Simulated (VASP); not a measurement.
Be3Se2S: relaxation of cell and atoms with PBE

Crystal: Be3Se2S.

```xyz
6
Lattice="-2.8888 2.8888 3.1879 2.8888 -2.8888 3.1879 2.8888 2.8888 -3.1879" Properties=species:S:1:pos:R:3 pbc="T T T"
Be    0.0000    0.0000    4.6941
Be    0.0000    0.0000    1.6817
Be    0.0000    0.0000    0.0000
Se    0.0000    2.8888    1.5940
Se    2.8888    0.0000    1.5940
S     0.0000    0.0000    3.1879
```

The cell was built by a generator and needn't be a form met in nature.

```json
{
 "Program": "VASP 6.6.1",
 "Task": "relaxation of cell and atoms",
 "Functional": "PBE",
 "Potentials or basis": "VASP PAW PBE potentials, release 64 (Be, Se, S)",
 "Cutoff": "520 eV",
 "k mesh": "4 × 4 × 4",
 "Occupations": "gaussian, width 0.15 eV",
 "Spin": "no spin polarisation",
 "Further INCAR settings": "PREC = Normal; ALGO = Fast; EDIFF = 0.0001; IBRION = 2; EDIFFG = -0.08; NSW = 24; ISIF = 3"
}
```

```json
{
  "Relaxed volume": "16.51 Å³/atom",
  "Relaxed cell": "a = 5.454 Å, b = 5.454 Å, c = 5.454 Å, α = 127.49°, β = 127.49°, γ = 77.45°",
  "Space group after relaxing (to 0.05 Å)": "I4/mmm (No. 139)",
  "Energy gained by relaxing": "1296.0 meV/atom",
  "Ionic steps": "9",
  "Pressure after relaxing": "0.0 GPa",
  "Largest force after relaxing": "0.022 eV/Å",
  "Band gap on the k mesh": "none (metal or under the smearing width)"
}
```

Forces on the atoms (eV/Å):
```
Be   0.000  0.000  0.022
Be   0.000  0.000 -0.022
Be   0.000  0.000  0.000
Se   0.000  0.000  0.000
Se   0.000  0.000  0.000
S    0.000  0.000  0.000
```

Stress tensor (GPa, compression positive):
```
-0.20  0.00  0.00
 0.00 -0.20  0.00
 0.00  0.00  0.51
```

Step by step:
```tsv
step	energy change (eV)	largest force (eV/Å)	pressure (GPa)	volume (Å³)
1	0.0000	8.6184	24.52	106.41
2	-3.0033	4.1326	-7.67	144.97
3	-3.1586	4.3359	-7.64	142.68
4	-3.3071	4.5475	-7.43	140.49
5	-4.0912	6.0223	-3.09	124.07
6	-6.6572	1.4549	-9.03	123.05
7	-6.9043	0.9098	-9.34	122.01
8	-7.7386	0.2377	-2.70	103.22
9	-7.7760	0.0223	0.03	99.05
```

Final structure:
```yaml
crystal:
  lattice:
    - [-2.41244, 2.41244, 4.25467]
    - [2.41244, -2.41244, 4.25467]
    - [2.41244, 2.41244, -4.25467]
  atoms:
    - { symbol: Be, position: [0.73313, 0.73313, 0.00000] }
    - { symbol: Be, position: [0.26687, 0.26687, 0.00000] }
    - { symbol: Be, position: [0.00000, 0.00000, 0.00000] }
    - { symbol: Se, position: [0.75000, 0.25000, 0.50000] }
    - { symbol: Se, position: [0.25000, 0.75000, 0.50000] }
    - { symbol: S, position: [0.50000, 0.50000, 0.00000] }
```

Levels at points of the mesh, in eV from the Fermi level:
```csv
k point,band 10,band 11,band 12,band 13,band 14,band 15
"(0.00, 0.00, 0.00)",-1.89,-1.83,-1.29,-1.29,1.46,2.54
"(0.50, 0.00, 0.00)",-2.10,-0.94,-0.11,0.78,1.42,2.57
"(0.50, 0.50, 0.00)",-0.59,-0.31,-0.17,0.35,2.47,3.60
"(0.50, 0.50, 0.50)",-0.74,-0.74,-0.63,-0.09,0.07,3.92
```

Wall time 58 s on 1 thread of AMD EPYC 9R14 (Zen 4), on a shared host, peak memory 0.15 GiB.

Caveat: the k mesh is coarse (spacing up to 0.38 Å⁻¹), so the values aren't converged; the relaxation stopped at a loose force limit of 0.08 eV/Å, so its end isn't a converged minimum.
